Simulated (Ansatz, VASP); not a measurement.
# GaAs in two plane-wave programs

One calculation is typed for both programs; each brings its own data sets. How far apart do they land? The cell is taken from a series of runs on this material, whose earlier steps may have relaxed, scaled, displaced or heated it; both programs get it as it stands.

Method: plane waves, with VASP 6.6.1 beside it; single point at r2SCAN, spin-orbit coupling, in Ansatz 0.2.0.

## Step 1: Starting point

It takes space group F-43m (No. 216, cubic). The conventional cell has a = 5.665 Å, b = 5.665 Å, c = 5.665 Å, α = 90.00°, β = 90.00°, γ = 90.00°. Nearest to Ga lie 4 As at 2.45 Å. Nearest to As lie 4 Ga at 2.45 Å. Farther neighbours are not listed.

## Step 2: Ansatz: single point, r2SCAN, spin-orbit coupling, pair 1

Ansatz runs on its PAW fully relativistic soft_1 files.

A single point gives forces, pressure and levels at one fixed geometry, so differences don't come from the geometry; what else differs is listed under the comparison.

Contents of input.yaml:

```yaml
crystal:
  lattice:
    - [0.0, 2.8324762564, 2.8324762564]
    - [2.8324762564, 0.0, 2.8324762564]
    - [2.8324762564, 2.8324762564, 0.0]
  atoms:
    - { symbol: Ga, position: [0.0, 0.0, 0.0] }
    - { symbol: As, position: [0.75, 0.75, 0.75] }
kpoints:
  mp_grid: { grid: [6, 6, 6] }
hamiltonian:
  xc: r2scan
  pseudopotentials: { kind: paw_fr, azcp: { folder: soft_1 } }
scf:
  occupations: { method: gaussian, width: 0.02 }
output:
  forces: true
  stress: true
  eigenvalues: true
magnetization:
  noncollinear: true
  spin_orbit: true
```

Run with:

```sh
$ ansatz run input.yaml --threads 4 --pin off --max-ram 16384MiB --backend cpu --events-out ev --progress --plain --runs-dir out
```

Numbers of over 12 decimals in the logs are rounded to 6 here.

The log of the run:

```text
Engine: ansatz 0.2.0, aarch64-unknown-linux-gnu
Pseudopotentials: kind: paw_fr
Pseudopotential: Ga, paw, valence charge 13, recommended cutoff 500 eV (meta_gga), soft_1/Ga.paw.azcp
Pseudopotential: As, paw, valence charge 15, recommended cutoff 500 eV (meta_gga), soft_1/As.paw.azcp
Functional definition: r2SCAN
  parameter k0 = 0.174
  parameter k1 = 0.065
  parameter a1 = 4.9479
  exchange = r2scan_x(k0 = k0, k1 = k1, a1 = a1)
  correlation = r2scan_c
non-collinear run that drives no moment, with spin-orbit: no starting moment large enough to seed its density (crystal.atoms[].spin), no starting occupations that ask for one, no magnetisation constraint and no magnetic field, so the semilocal B_xc is pinned to zero
Crystal: 2 atoms, lattice volume = 45.449 Å³
Basis set: ecut = 500 eV, 1139 PW (Γ), exchange–correlation on 120×120×120 points (64 copies of the dense FFT grid, shifted against one another)
Bands: 36, of which v1, the nominal top of the filled ones, is band 28 counted from 1 (27 counted from 0)
Symmetry: 24 space group operations + 24 with time reversal
Magnetic group: BNS 216.75 (UNI 1577), of the structure as read, at distance tolerance 3.6e-5 Å
k-points: 16 of 216 (time reversal used)
Projection manifold: j_resolved (fully-relativistic pseudo-atomic orbitals)
Non-local potential: Ga, projectors of the file, resolved by j, l = 0: 2, l = 1: 4, l = 2: 6, l = 3: 2
Non-local potential: As, projectors of the file, resolved by j, l = 0: 2, l = 1: 4, l = 2: 6, l = 3: 2
PAW form: soft (Blöchl's): semilocal exchange-correlation on the pseudo side does not see the compensation charge
PAW frozen core: Ga, regenerated for the run's functional (the file was generated under x = pbe(κ = 0.804, μ = 0.219515), c = pbe(β = 0.066725))
PAW frozen core: As, regenerated for the run's functional (the file was generated under x = pbe(κ = 0.804, μ = 0.219515), c = pbe(β = 0.066725))
PAW one-centre angular grid: Ga, 590 points (default); XC on 224 Gauss nodes
PAW one-centre angular grid: As, 590 points (default); XC on 315 of its mesh's 2695 points in the sphere
Initial density: superposition of atomic densities (chi_scale 0.1, normalization cell, long waves kept (reshape's long-wave potential 0.00 eV rms))
Initial wavefunctions: pseudopotential atomic-orbital guess
Functional: x = r2scan, c = r2scan; τ floored in thin density (d = 2e-4 eV/Å³)
iter 1 solved again at ethr=2.05e-3 eV; its pass at ethr=3.10e-3 eV (dr2=5.73e-1 eV) is discarded
SCF iter   1: F=—  HF=-8650.274917 eV  |F-HF|=—  |Δ(HF+E_count)|=         —  Δρ=4.93e-2  dr2=5.76e-1  dr2_τ=1.40e-3  dr2_m=0.00e0 (ungated)  ethr=2.05e-3  |M|=0.00e0 ∫|m|=0.00e0 μB  |m|>n=0.0e0 m-floor=0.0e0 τ_xc=0.0e0  β_m=0.30  ⟨swp⟩=1.1  Hψ=3509  notcnv=0
preconditioner: auto → none  [insulator: Δε(μ)=0.682 eV  Ē_g=16.558 eV  σ=0.020 eV  W_gap=1.00  n_scr=14 (ndim 8)  ℏωp=23.4 eV  f_vac=0.001  D(μ)=0.00/eV (n_scr^D=0)  ε∞_Penn≈3.0]
SCF iter   2: F=—  HF=-8650.274153 eV  |F-HF|=—  |Δ(HF+E_count)|=   7.64e-4  Δρ=3.26e-2  dr2=2.45e-1  dr2_τ=3.15e-4  dr2_m=0.00e0 (ungated)  ethr=2.05e-3  |M|=0.00e0 ∫|m|=0.00e0 μB  |m|>n=0.0e0 m-floor=0.0e0 τ_xc=0.0e0  β_m=0.59  ⟨swp⟩=2.1  Hψ=706  notcnv=0
SCF iter   3: F=—  HF=-8650.281788 eV  |F-HF|=—  |Δ(HF+E_count)|=   7.63e-3  Δρ=6.50e-3  dr2=1.07e-2  dr2_τ=4.03e-5  dr2_m=0.00e0 (ungated)  ethr=8.75e-4  |M|=0.00e0 ∫|m|=0.00e0 μB  |m|>n=0.0e0 m-floor=0.0e0 τ_xc=0.0e0  β_m=0.51  ⟨swp⟩=3.5  Hψ=1005  notcnv=0
SCF iter   4: F=—  HF=-8650.275469 eV  |F-HF|=—  |Δ(HF+E_count)|=   6.32e-3  Δρ=8.58e-4  dr2=1.04e-4  dr2_τ=1.19e-6  dr2_m=0.00e0 (ungated)  ethr=3.81e-5  |M|=0.00e0 ∫|m|=0.00e0 μB  |m|>n=0.0e0 m-floor=0.0e0 τ_xc=0.0e0  β_m=0.55  ⟨swp⟩=3.1  Hψ=1094  notcnv=0  defer=4
SCF iter   5: F=—  HF=-8650.275532 eV  |F-HF|=—  |Δ(HF+E_count)|=   6.31e-5  Δρ=3.55e-4  dr2=2.00e-5  dr2_τ=1.42e-7  dr2_m=0.00e0 (ungated)  ethr=3.73e-7  |M|=0.00e0 ∫|m|=0.00e0 μB  |m|>n=0.0e0 m-floor=0.0e0 τ_xc=0.0e0  β_m=0.63  ⟨swp⟩=2.0  Hψ=1020  notcnv=0  defer=4
SCF iter   6: F=—  HF=-8650.275549 eV  |F-HF|=—  |Δ(HF+E_count)|=   1.74e-5  Δρ=6.46e-5  dr2=1.12e-6  dr2_τ=3.83e-9  dr2_m=0.00e0 (ungated)  ethr=7.16e-8  |M|=0.00e0 ∫|m|=0.00e0 μB  |m|>n=0.0e0 m-floor=0.0e0 τ_xc=0.0e0  β_m=0.71  ⟨swp⟩=2.1  Hψ=742  notcnv=0  defer=4
SCF iter   7: F=-8650.275550 eV  HF=-8650.275550 eV  |F-HF|=3.60e-8  |Δ(HF+E_count)|=   6.76e-7  Δρ=1.12e-5  dr2=5.46e-8  dr2_τ=4.76e-10  dr2_m=0.00e0 (ungated)  ethr=3.57e-10  |M|=0.00e0 ∫|m|=0.00e0 μB  |m|>n=0.0e0 m-floor=0.0e0 τ_xc=0.0e0  ⟨swp⟩=6.4  Hψ=2562  notcnv=0
SCF 1 converged in 7 iterations: F = -8650.275550 eV  dr2 = 5.46e-8
  greatest PAW one-centre occupation: 0.999 electrons in one spin orbital (limit 2), on the As atom at site 1 (counted from 0), in its partial waves of l = 2
SCF converged after 7 iterations
Magnetization: |M| = 0.0000 μB,  M = (+0.0000, +0.0000, +0.0000) μB
Absolute magnetization: 0.0000 μB (∫|m|)
  site 0: m = (+0.0000, +0.0000, +0.0000) μB, |m| = 0.0000 μB  (R = 1.01 Å)
  site 1: m = (+0.0000, +0.0000, +0.0000) μB, |m| = 0.0000 μB  (R = 1.01 Å)
Free energy (F): -8650.275550 eV
Harris-Foulkes:  -8650.275550 eV  (|F-HF|=3.60e-8)
Internal energy: -8650.275550 eV  (E = F + TS)
E sigma→0 (E₀):  -8650.275550 eV
Fermi energy:    8.142629 eV
--- Per-component energies (eV) ---
  E_band       = -340.149338
  E_kinetic    = 208.876501
  E_local      = -3670.046494  (includes V_loc(G=0)·N_el)
  E_nonlocal   = -483.583035
  E_hartree    = 2139.869675
  E_xc         = -123.537679
  E_vxc        = -135.896554  (∫ρ·V_xc dr)
  E_paw        = -4026.408188  (= ΣΔE_a)
  E_vpaw       = -546.358791  (= ΣTr[D̂ρ^β])
  E_aug_tail   = 0.000052  (compensation charges beyond the density's cutoff)
  E_vtau       = 7.118509  (kinetic-family band-sum trace: ∫τ·v_τ [+ j·A + Jᵃ·Aᵃ] dr)
  E_ewald      = -2693.367200
  E_core_change = -2.079182  (= ΣΔE_core)
  E_smearing   = -0.000000  (= −TS)
  E_closure    = -0.000000  (closes the sum)
  Σ components = -8650.275550   (vs F -8650.275550, Δ=0.00e0)
--- Forces (eV/Å), atoms counted from 1 ---
  atom   1  Ga     0.00000000    -0.00000000     0.00000000
  atom   2  As     0.00000000     0.00000000    -0.00000000
  max |Σ_I F_I| component: 2.20e-17 eV/Å
--- Stress (GPa, compression-positive) ---
        0.002055      -0.000000      -0.000000
        0.000000       0.002055       0.000000
       -0.000000       0.000000       0.002055
  P = ⅓ Tr σ = 0.0021 GPa (0.021 kbar)
--- Band table (eV; the first three rows and the last of 16) ---
  k-point 0: bands = [... 24 lower, 7.7096, 7.7096, 7.7096, 7.7096, 8.5754, 8.5754, 11.5277, 11.5277, ... 4 higher]
  k-point 1: bands = [... 24 lower, 7.1090, 7.1090, 7.3153, 7.3186, 9.6038, 9.6038, 12.1519, 12.1519, ... 4 higher]
  k-point 2: bands = [... 24 lower, 6.5469, 6.5469, 6.7480, 6.7507, 9.1801, 9.1801, 12.6050, 12.6050, ... 4 higher]
  k-point 15: bands = [... 24 lower, 4.1203, 4.2279, 4.3253, 4.3590, 11.1967, 11.2340, 11.3607, 11.4423, ... 4 higher]
```

Reading the cycles: dr2 is the Hartree energy of the density residual (eV), the measure of convergence; HF is the Harris–Foulkes estimate of the energy, which meets the free energy F at convergence.

The run ends at a pressure of 0.00 GPa.

## Step 3: VASP: single point, r2SCAN, spin-orbit coupling, pair 1

The same cell, functional, mesh and smearing now go to VASP, with its own data sets.

Lines of VASP's logs that name or quote its potential files are left out, and so is its time.

Contents of INCAR:

```
SYSTEM = GaAs
PREC = Accurate
ENCUT = 550
EDIFF = 1E-06
NELM = 200
ISMEAR = 0
SIGMA = 0.02
LREAL = .FALSE.
ALGO = Normal
METAGGA = R2SCAN
LASPH = .TRUE.
LNONCOLLINEAR = .TRUE.
MAGMOM = 0 0 0 0 0 0
NBANDS = 30
GGA_COMPAT = .FALSE.
LSORBIT = .TRUE.
LORBIT = 11
LWAVE = .FALSE.
LCHARG = .FALSE.
ISIF = 2
EFERMI = MIDGAP
LMIXTAU = .TRUE.
KPAR = 2
```

Contents of POSCAR:

```
GaAs
1.0
    0.0000000000      2.8324762564      2.8324762564
    2.8324762564      0.0000000000      2.8324762564
    2.8324762564      2.8324762564      0.0000000000
Ga As
1 1
Direct
    0.0000000000      0.0000000000      0.0000000000
    0.7500000000      0.7500000000      0.7500000000
```

Contents of KPOINTS:

```
Automatic mesh
0
Gamma
6 6 6
0 0 0
```

The projector-augmented-wave data sets are Ga_d and As (PBE family, release 64).

Run with:

```sh
$ mpirun -np 2 vasp_ncl
```

The log of the run:

```text
[banner, memory and clock lines left out]
running    2 mpi-ranks, on    1 nodes
 distrk:  each k-point on    1 cores,    2 groups
 distr:  one band on    1 cores,    1 groups

 POSCAR found type information on POSCAR GaAs
 POSCAR found :  2 types and       2 ions
|                                                                             |
|               ----> ADVICE to this user running VASP <----                  |
|                                                                             |
|     You enforced a specific xc type in the INCAR file but a different       |
|     [... a line on the potential file left out ...]
|     I HOPE YOU KNOW WHAT YOU ARE DOING!                                     |
|                                                                             |

 LDA part: xc-table for (None), standard interpolation
 POSCAR, INCAR and KPOINTS ok, starting setup
 FFT: planning ... GRIDC
 FFT: planning ... GRID_SOFT
 FFT: planning ... GRID
 WAVECAR not read
 entering main loop
       N       E                     dE             d eps       ncg     rms          rms(c)
DAV:   1     0.115407453565E+03    0.11541E+03   -0.87773E+03  1458   0.179E+03
DAV:   2    -0.109492142948E+02   -0.12636E+03   -0.11901E+03  1364   0.457E+02
DAV:   3    -0.285233034462E+02   -0.17574E+02   -0.17341E+02  1578   0.120E+02
DAV:   4    -0.291266666841E+02   -0.60336E+00   -0.60223E+00  1568   0.240E+01
DAV:   5    -0.291365582631E+02   -0.98916E-02   -0.98906E-02  1528   0.306E+00    0.317E+00
DAV:   6    -0.270057785286E+02    0.21308E+01   -0.54429E-01  1690   0.152E+01    0.192E+00
DAV:   7    -0.269994517201E+02    0.63268E-02   -0.29952E-01  1450   0.672E+00    0.869E-01
DAV:   8    -0.270242428415E+02   -0.24791E-01   -0.14412E-01  1344   0.490E+00    0.377E-01
DAV:   9    -0.268417642284E+02    0.18248E+00   -0.24581E-01  1326   0.455E+00    0.295E-01
DAV:  10    -0.269375154560E+02   -0.95751E-01   -0.90879E-02  1326   0.280E+00    0.957E-02
DAV:  11    -0.270523230330E+02   -0.11481E+00   -0.59641E-02  1320   0.198E+00    0.583E-02
DAV:  12    -0.270460989772E+02    0.62241E-02   -0.31954E-03  1672   0.578E-01    0.374E-02
DAV:  13    -0.270523625498E+02   -0.62636E-02   -0.21741E-03  1416   0.475E-01    0.262E-02
DAV:  14    -0.270528721426E+02   -0.50959E-03   -0.24554E-04  1620   0.162E-01    0.623E-03
DAV:  15    -0.270530295067E+02   -0.15736E-03   -0.89625E-05  1374   0.101E-01    0.730E-03
DAV:  16    -0.270530467232E+02   -0.17217E-04   -0.94341E-06  1606   0.366E-02    0.358E-03
DAV:  17    -0.270530490466E+02   -0.23233E-05   -0.24891E-06  1230   0.190E-02    0.160E-03
DAV:  18    -0.270530523870E+02   -0.33405E-05   -0.84837E-07  1304   0.113E-02    0.714E-04
DAV:  19    -0.270530525056E+02   -0.11852E-06   -0.32859E-08   846   0.213E-03
   1 F= -.27053053E+02 E0= -.27053053E+02  d E =0.000000E+00  mag=     0.0000     0.0000    -0.0000
```

OUTCAR, selected parts (step 3):

```text
ion  position               nearest neighbor table
   1  0.000  0.000  0.000-   2 2.45   2 2.45   2 2.45   2 2.45
   2  0.750  0.750  0.750-   1 2.45   1 2.45   1 2.45   1 2.45

  LATTYP: Found a face centered cubic cell.
 ALAT       =     5.6649525128

 Subroutine GETGRP returns: Found 24 space group operations
 (whereof 24 operations were pure point group operations)

The static configuration has the point symmetry T_d .

 Found     22 irreducible k-points:

   k-points           NKPTS =     22   k-points in BZ     NKDIM =     22   number of bands    NBANDS=     30

   dimension x,y,z NGX =    32 NGY =   32 NGZ =   32
   dimension x,y,z NGXF=    64 NGYF=   64 NGZF=   64

   ENCUT  =  550.0 eV  40.42 Ry    6.36 a.u.   7.66  7.66  7.66*2*pi/ulx,y,z

   NELECT =      18.0000    total number of electrons

 k-points in reciprocal lattice and weights: Automatic mesh
   0.00000000  0.00000000  0.00000000       0.005
   0.16666667  0.00000000  0.00000000       0.019
  -0.16666667  0.00000000  0.00000000       0.019
   0.33333333  0.00000000  0.00000000       0.019
  -0.33333333  0.00000000  0.00000000       0.019
   0.50000000  0.00000000  0.00000000       0.019
   0.16666667  0.16666667  0.00000000       0.028
   0.33333333  0.16666667  0.00000000       0.056
  -0.33333333 -0.16666667  0.00000000       0.056
[...]
-0.33333333  0.33333333  0.16666667       0.111
  -0.33333333  0.50000000  0.16666667       0.056

 average (electrostatic) potential at core
       1 -71.3079       2 -54.9476

 E-fermi :   4.1572

 k-point     1 :       0.0000    0.0000    0.0000
  band No.  band energies     occupation
    ...
     14       3.4106      1.00000
     15       3.7373      1.00000
     16       3.7373      1.00000
     17       3.7373      1.00000
     18       3.7373      1.00000
     19       4.5771      0.00000
     20       4.5771      0.00000
     21       7.5411      0.00000
     22       7.5411      0.00000
     23       7.7243      0.00000
    ...

 k-point     2 :       0.1667    0.0000    0.0000
  band No.  band energies     occupation
    ...
     14       0.9311      1.00000
     15       3.1361      1.00000
     16       3.1361      1.00000
     17       3.3424      1.00000
     18       3.3457      1.00000
     19       5.6130      0.00000
     20       5.6130      0.00000
     21       8.1652      0.00000
     22       8.1652      0.00000
     23       8.2907      0.00000
    ...

 k-point     3 :      -0.1667    0.0000    0.0000
  band No.  band energies     occupation
    ...
     14       0.9311      1.00000
     15       3.1361      1.00000
     16       3.1361      1.00000
     17       3.3424      1.00000
     18       3.3457      1.00000
     19       5.6130      0.00000
     20       5.6130      0.00000
     21       8.1652      0.00000
     22       8.1652      0.00000
     23       8.2907      0.00000
    ...

  Total        0.0396120      0.0396120      0.0396120      0.0000000     -0.0000000      0.0000000
  in kB        1.3963975      1.3963975      1.3963975      0.0000000     -0.0000000      0.0000000
  external PRESSURE =       1.3963975 kB  Pullay stress =       0.0000000 kB

  energy-cutoff  :      550.00
  volume of cell :       45.45
      direct lattice vectors                 reciprocal lattice vectors
     0.000000000  2.832476256  2.832476256    -0.176523986  0.176523986  0.176523986
     2.832476256  0.000000000  2.832476256     0.176523986 -0.176523986  0.176523986
     2.832476256  2.832476256  0.000000000     0.176523986  0.176523986 -0.176523986

 POSITION                                       TOTAL-FORCE (eV/Angst)
 -----------------------------------------------------------------------------------
      0.00000      0.00000      0.00000         0.000000      0.000000      0.000000
      4.24871      4.24871      4.24871        -0.000000     -0.000000     -0.000000
 -----------------------------------------------------------------------------------
    total drift:                                0.000001      0.000001      0.000001

  FREE ENERGIE OF THE ION-ELECTRON SYSTEM (eV)
  ---------------------------------------------------
  free  energy   TOTEN  =       -27.0530525056 eV

  energy  without entropy=      -27.0530525056  energy(sigma->0) =      -27.05305251

 Spin-Orbit-Coupling matrix elements
 Ion:    1  E_soc:     -0.0113514
 Ion:    2  E_soc:     -0.0227366

 total charge
# of ion       s       p       d       tot
------------------------------------------
    1        0.844   0.791   9.998  11.634
    2        1.201   1.640   0.032   2.873
--------------------------------------------------
tot          2.046   2.431  10.030  14.507

 magnetization (x)
# of ion       s       p       d       tot
------------------------------------------
    1       -0.000   0.000  -0.000  -0.000
    2        0.000   0.000   0.000   0.000
--------------------------------------------------
tot         -0.000   0.000  -0.000  -0.000

 magnetization (y)
# of ion       s       p       d       tot
------------------------------------------
    1       -0.000   0.000  -0.000  -0.000
    2        0.000   0.000   0.000   0.000
--------------------------------------------------
tot         -0.000   0.000  -0.000  -0.000

 magnetization (z)
# of ion       s       p       d       tot
------------------------------------------
    1        0.000   0.000  -0.000   0.000
    2       -0.000  -0.000   0.000  -0.000
--------------------------------------------------
tot          0.000  -0.000  -0.000   0.000

[... 3 further parts left out ...]
```

The run ends at a pressure of 0.14 GPa.

## Step 4: Comparison

Known differences besides the potentials themselves: spin-orbit coupling enters by fully relativistic files in Ansatz and inside the spheres in VASP; VASP keeps PBE cores, Ansatz makes them for the functional; the data sets hold 28 valence electrons in Ansatz (on its PAW fully relativistic soft_1 files) and 18 in VASP; the cutoff is 500 eV in Ansatz and 550 eV in VASP. Total energies have different zeros and are not compared.

The two programs side by side:

```csv
quantity,Ansatz,VASP,difference
pressure (GPa),0.00,0.14,-0.14
gap on the k mesh (eV),0.866,0.840,+0.026
```

A gap on the mesh is an upper bound, since the band edges may lie between its points.

[end of part 1 of 2]

[Lines on the potential files, build, host, timing and source positions are cut from VASP's logs without a mark.]

[Logs are printed without paths, hosts, clocks, repeated set-up lines and the standing remarks that a program may print on its own settings, such as how far it seeks lower states.]

[Hosts, paths, dates, database ids (printed as entryN), source tags and the programs' standing remarks are cut or masked in the printed files.]
